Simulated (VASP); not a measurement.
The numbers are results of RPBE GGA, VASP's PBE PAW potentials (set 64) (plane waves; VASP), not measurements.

Input for VASP

INCAR:
```
ALGO  =  Normal
EDIFF  =  1E-6
EDIFFG  =  -0.01
ENCUT  =  520
GGA  =  RP
IBRION  =  2
ISIF  =  3
ISMEAR  =  1
LASPH  =  .TRUE.
LCHARG  =  .FALSE.
LMAXMIX  =  4
LREAL  =  .FALSE.
LWAVE  =  .FALSE.
NELM  =  100
NSW  =  60
PREC  =  Accurate
SIGMA  =  0.1
SYSTEM  =  FeAl
```

### POSCAR
```
FeAl
1
    2.9100000000     0.0000000000     0.0000000000
    0.0000000000     2.9100000000     0.0000000000
    0.0000000000     0.0000000000     2.9100000000
Al Fe
1 1
Direct
  0.5000000000   0.5000000000   0.5000000000
  0.0000000000   0.0000000000   0.0000000000
```

**KPOINTS**
```
Automatic mesh
0
Gamma
11 11 11
0 0 0
```

POTCAR, in this order: Al Fe (PBE.64 set). Program: vasp_std.

Question: What will the output report for the number of irreducible k-points (NKPTS), largest plane-wave count, number of space-group operations, FFT grid (NGX, NGY, NGZ)?

Answer: 
```json
{
  "number of irreducible k-points (NKPTS)": "56",
  "largest_plane_wave_count": "691",
  "number_of_space_group_operations": "48",
  "FFT grid (NGX, NGY, NGZ)": "24 × 24 × 24"
}
```

The compound is FeAl in the CsCl type structure. This run relaxes it. Symmetry was kept, so distortions that lower it aren't found. The run is not spin-polarised, so no magnetic state was tried. The electron count is odd and the run is not spin-polarised, which forces a metal.
